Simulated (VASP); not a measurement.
A run of VASP 6.6.1:

File POSCAR:

```
Si
1.0
    0.0000000000      2.7218511900      2.7218511900
    2.7218511900      0.0000000000      2.7218511900
    2.7218511900      2.7218511900      0.0000000000
Si
2
Direct
    0.7500000000      0.7500000000      0.7500000000
    0.5000000000      0.5000000000      0.5000000000
```

File INCAR.step1:

```
SYSTEM = Si
PREC     = Accurate       ! precision mode
ENCUT    = 600            ! plane-wave cutoff, eV
ISMEAR   = 0              ! smearing method
SIGMA    = 0.02           ! smearing width, eV
LREAL    = .FALSE.        ! projectors in reciprocal space
LASPH    = .TRUE.         ! aspherical terms in the spheres
NELM     = 100            ! most SCF steps
GGA      = PE             ! functional
ALGO     = Normal         ! electronic algorithm
EDIFF    = 1E-4           ! SCF threshold, eV
LWAVE    = .TRUE.         ! write WAVECAR
LCHARG   = .FALSE.        ! write CHGCAR
```

File INCAR.step2:

```
SYSTEM = Si
PREC     = Accurate       ! precision mode
ENCUT    = 600            ! plane-wave cutoff, eV
EDIFF    = 1E-6           ! SCF threshold, eV
ISMEAR   = 0              ! smearing method
SIGMA    = 0.02           ! smearing width, eV
LREAL    = .FALSE.        ! projectors in reciprocal space
LASPH    = .TRUE.         ! aspherical terms in the spheres
NELM     = 100            ! most SCF steps
ALGO     = Normal         ! electronic algorithm
ISIF     = 3              ! what is computed and relaxed
LWAVE    = .FALSE.        ! write WAVECAR
LCHARG   = .FALSE.        ! write CHGCAR
METAGGA  = R2SCAN         ! meta-GGA
LMIXTAU  = .TRUE.       
IBRION   = 2              ! ionic algorithm
NSW      = 100            ! ionic steps
EDIFFG   = -0.005         ! ionic threshold
ISTART   = 1
```

File KPOINTS:

```
Automatic mesh
0
G
  8 8 8
  0 0 0
```

Potentials or basis: VASP PAW PBE potentials, release 64 (Si).

Run with:

```bash
$ cat potpaw_PBE.64/Si/POTCAR > POTCAR
$ cp INCAR.step1 INCAR
$ mpirun -np 1 vasp_std > vasp.out
$ cp INCAR.step2 INCAR
$ mpirun -np 1 vasp_std > vasp.out
```

Hardware: 1 thread of Intel(R) Xeon(R) Platinum 8488C (Sapphire Rapids), with other jobs on the host.

Problem. Estimate the wall time of this run.

Solution. It took 53 s on 1 thread of Intel(R) Xeon(R) Platinum 8488C (Sapphire Rapids) (shared host), peak memory 0.17 GiB. Counts: scf iterations 21, k points 29, ion steps 3.
